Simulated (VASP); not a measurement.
TiSi2:

```
Ti Si
1.0
     0.00000    4.09200    4.24964
     2.38156    0.00000    4.24964
     2.38156    4.09200    0.00000
Ti Si
2 4
Direct
  0.50000 0.50000 0.50000
  0.75000 0.75000 0.75000
  0.83616 0.16384 0.83616
  0.16384 0.83616 0.16384
  0.08616 0.41384 0.08616
  0.41384 0.08616 0.41384
```

The cell is a database's computed one.

Base run:

- Program: VASP 6.6.1
- Functional: r2SCAN
- Potentials or basis: VASP PAW PBE potentials, release 64 (Ti_sv, Si)
- Cutoff: 520 eV
- k mesh: 10 × 10 × 10
- Occupations: gaussian, width 0.1 eV
- Spin: no spin polarisation

Its results: band gap on the k mesh none (metal or under the smearing width); pressure 2.0 GPa.

Q: The run is repeated on the same cell with these changes: functional from r2SCAN to PBEsol; cutoff from 520 eV to 700 eV. What comes out?

A: Band gap on the k mesh none (metal or under the smearing width); pressure 0.0 GPa.

Caveats: the PAW data sets were made with another functional, which shifts forces and pressure a little.
